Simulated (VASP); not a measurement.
These are MS2 meta-GGA, VASP's PBE PAW potentials (set 64) (plane waves; VASP) values and carry that method's errors.

VASP input:

INCAR:
```
SYSTEM  =  CsI
PREC  =  Accurate; ENCUT  =  520; LREAL  =  .False.
LASPH  =  .True.
EDIFF  =  1E-7; NELM  =  100; ALGO  =  Normal
LMAXMIX  =  4; LMIXTAU  =  .True.
ISMEAR  =  0; SIGMA  =  0.05
METAGGA  =  MS2
ISIF  =  2
LWAVE  =  .False.; LCHARG  =  .False.
```

### KPOINTS
```
Regular mesh
0
G
6 6 6
```

File POSCAR:
```
CsI
4.5670620
  1.0000000937   0.0000000000   0.0000000000
  0.0000000000   1.0000000937   0.0000000000
  0.0000000000   0.0000000000   1.0000000937
Cs I
1 1
Cart
  0.0000000000   0.0000000000   0.0000000000
  0.5000000469   0.5000000469   0.5000000469
```

POTCAR, in this order: Cs_sv I (PBE.64 set). Program: vasp_std.

Problem. What will the output report for the number of irreducible k-points (NKPTS), largest plane-wave count, number of space-group operations, FFT grid (NGX, NGY, NGZ)?

Solution. 
```
Item                                          Result
--------------------------------------  ------------
number of irreducible k-points (NKPTS)            20
largest plane-wave count                        2593
number of space-group operations                  48
FFT grid (NGX, NGY, NGZ)                36 × 36 × 36
```

The compound is CsI in the CsCl type structure. This cell is one point of a volume scan, at 0.97 of the reference volume.
